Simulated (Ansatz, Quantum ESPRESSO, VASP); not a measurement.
## One structure in several programs: BaTiO3 (P4mm, 5 atoms in the cell)

Self-consistent single point, at a second geometry (lattice scaled by 0.98). First geometry:

```
CELL_PARAMETERS angstrom
      3.99000     0.00000     0.00000
      0.00000     3.99000     0.00000
      0.00000     0.00000     4.04000
ATOMIC_POSITIONS crystal
  Ba 0.00000 0.00000 0.00000
  Ti 0.50000 0.50000 0.51300
  O  0.50000 0.50000 0.97700
  O  0.00000 0.50000 0.48700
  O  0.50000 0.00000 0.48700
```

Shared settings, as Ansatz (a program for electronic structure) writes them: kpoints.mp_grid.grid = 7 7 7; scf.occupations.method = fermi_dirac; scf.occupations.width = 0.05 eV. Potentials and cutoffs stand in the table.

```csv
code,model,ΔF from the first geometry (meV/atom),pressure (GPa),largest force (eV/Å),gap on the mesh (eV),cutoff
Ansatz,"PBE, default PAW files",40.0,14.22,0.405,2.078,420 eV
Quantum ESPRESSO,"PBE, GBRV 1.5 ultrasoft (PBE) pseudopotentials",46.0,16.00,0.420,2.066,50 Ry
VASP,"PBE, VASP's PBE PAW potentials (set 64)",49.9,12.05,0.446,2.017,400 eV
```

For VASP (by 4.7 GPa) the energy change implies a higher mean pressure, against the two pressures, than for the other programs: a sign of finite-basis (Pulay) stress.

Size of the force on each atom (eV/Å): Sizes of forces hide their directions.

| code | Ba1 | Ti2 | O3 | O4 | O5 |
|---|---|---|---|---|---|
| Ansatz | 0.025 | 0.207 | 0.405 | 0.086 | 0.086 |
| Quantum ESPRESSO | 0.043 | 0.225 | 0.420 | 0.077 | 0.077 |
| VASP | 0.049 | 0.245 | 0.446 | 0.076 | 0.076 |

Gaps are read on the mesh.

The spread over the programs that give each value: ΔF from the first geometry within 9.9 meV/atom; pressure within 3.95 GPa; largest force within 0.041 eV/Å; gap on the mesh within 0.061 eV.

Ansatz's pressure is given at a fixed set of plane waves, as the other plane-wave codes print theirs; with its correction for the finite basis it is 14.79 GPa (the shift of 0.58 GPa shows how far the cutoff is from converged).

VASP's run is marked for a possible Pulay error in its stress at this cutoff; no cutoff test was made.

The starting cell has typed, rounded lattice constants, without a prior relaxation at this level. For this run, on top of that: lattice scaled by 0.98.

Left out of this page: GPAW, CP2K, FLEUR and SIESTA (not drawn, or without a comparable value).

Keys are those of Ansatz 0.2.
